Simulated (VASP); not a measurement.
Input:

```yaml
crystal:
  lattice:
    - [2.20906, 1.27540, 10.75243]
    - [-2.20906, 1.27540, 10.75243]
    - [0.00000, -2.55081, 10.75243]
  atoms:
    - { symbol: Bi, position: [0.60317, 0.60317, 0.60317] }
    - { symbol: Bi, position: [0.39683, 0.39683, 0.39683] }
    - { symbol: Te, position: [0.78319, 0.78319, 0.78319] }
    - { symbol: Te, position: [0.21681, 0.21681, 0.21681] }
    - { symbol: Te, position: [0.00000, 0.00000, 0.00000] }
```

All values below come from PBE GGA, VASP's PBE PAW potentials (set 64) (plane waves; VASP). Settings: 300 eV cut-off, 4×4×4 Γ-centred mesh, Fermi-Dirac smearing of 0.010 eV, potentials Bi_d Te.

Unless said otherwise, spin-orbit coupling is left out, though it shifts the bands of the heavy elements here.

Q: Give the energies of bands 16 to 27 at the high-symmetry points, in eV from the valence-band maximum.

A: 
```tsv
band	Γ	T	H2	L	S0	F
16	-1.74	-2.21	-4.22	-4.64	-4.24	-4.47
17	-1.73	-1.43	-3.77	-3.09	-3.77	-3.59
18	-1.39	-1.43	-3.74	-3.01	-3.74	-3.26
19	-1.39	-1.20	-3.33	-2.81	-3.32	-2.89
20	-1.24	-1.14	-2.73	-2.43	-2.55	-2.15
21	-1.24	-1.14	-2.33	-2.35	-2.50	-1.62
22	-0.56	-0.66	-1.35	-1.62	-1.30	-1.37
23	-0.56	-0.66	-0.70	-0.68	-0.81	-0.92
24	0.00	-0.24	-0.52	-0.47	-0.49	-0.87
25	0.60	0.82	1.61	0.99	1.59	1.48
26	1.18	1.38	2.01	1.75	2.32	1.57
27	1.18	1.38	2.60	2.72	2.33	2.22
```

The gap is direct, 0.60 eV, from the valence maximum at Γ to the conduction minimum at Γ.

The structure comes from a computed database's Bi2Te3 entry; how it stands against other phases isn't given here. The cell was not relaxed at this level.
